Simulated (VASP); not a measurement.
Consider the following.

```
CELL_PARAMETERS angstrom
      3.12015     0.00000     0.00000
      0.00000     3.12015     0.00000
      0.00000     0.00000     3.12015
ATOMIC_POSITIONS crystal
  Pt 0.00000 0.00000 0.00000
  Ge 0.50000 0.50000 0.50000
```

Calculation: r2SCAN meta-GGA, VASP's PBE PAW potentials (set 64) (plane waves; VASP). Run with 400 eV cut-off, 11×11×11 Γ-centred mesh, first-order Methfessel-Paxton smearing of 0.10 eV, potentials Pt Ge_d.

Energy and stress use the plane-wave basis of the starting cell.

Q: The ions, cell shape and volume are relaxed. Give the cell that the relaxation ends in.

A: 
```
CELL_PARAMETERS angstrom
      3.15615     0.00000     0.00000
      0.00000     3.15615     0.00000
      0.00000     0.00000     3.15615
ATOMIC_POSITIONS crystal
  Pt 0.00000 0.00000 0.00000
  Ge 0.50000 0.50000 0.50000
```
Space group Pm-3m (221), at a tolerance of 0.03 Å.

Q: How do energy and volume change from the first to the last step?

A: The energy (σ→0) changes by -9.6 meV/atom and the volume by +3.5 %, in 3 ionic steps.

The structure was generated: GePt was put into the CsCl type (Pm-3m), which need not be its known phase. This run relaxes it. Symmetry was kept, so distortions that lower it aren't found.
